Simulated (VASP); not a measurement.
Input:

```yaml
crystal:
  lattice:
    - [-0.00177, 6.17746, 6.17828]
    - [6.17746, -0.00177, 6.17828]
    - [3.08784, 3.08784, 0.00000]
  atoms:
    - { symbol: Zn, position: [0.00086, 0.00086, 0.99827] }
    - { symbol: Zn, position: [0.00232, 0.49801, 0.99968] }
    - { symbol: Zn, position: [0.49801, 0.00232, 0.99968] }
    - { symbol: Te, position: [0.12502, 0.12502, 0.24996] }
    - { symbol: Te, position: [0.10921, 0.63012, 0.26067] }
    - { symbol: Te, position: [0.63012, 0.10921, 0.26067] }
    - { symbol: Te, position: [0.63616, 0.63616, 0.22768] }
    - { symbol: Hg, position: [0.49830, 0.49830, 0.00339] }
```

Method: PBEsol GGA, VASP's PBE PAW potentials (set 64) (plane waves; VASP 6.6.1). Numerical set-up: 400 eV cut-off, 4×4×7 Γ-centred mesh, tetrahedra with Blöchl corrections, potentials Zn Te Hg.

Unless said otherwise, spin-orbit coupling is left out, though it shifts the bands of the heavy elements here.

Q: What does the run give for the energy per atom (σ→0), band gap (on the k-mesh) with the smallest direct gap where there is one?

A: 
The band gap (on the k-mesh) comes out as 0.51 eV, the smallest direct gap (on the k-mesh) is 0.51 eV and the energy per atom (σ→0) is -2.750 eV/atom.

Only differences to runs with the same potentials and settings are physical.

The structure was generated: HgZn3Te4 was put into an ordered model structure (Amm2), which need not be its known phase. It was relaxed first.
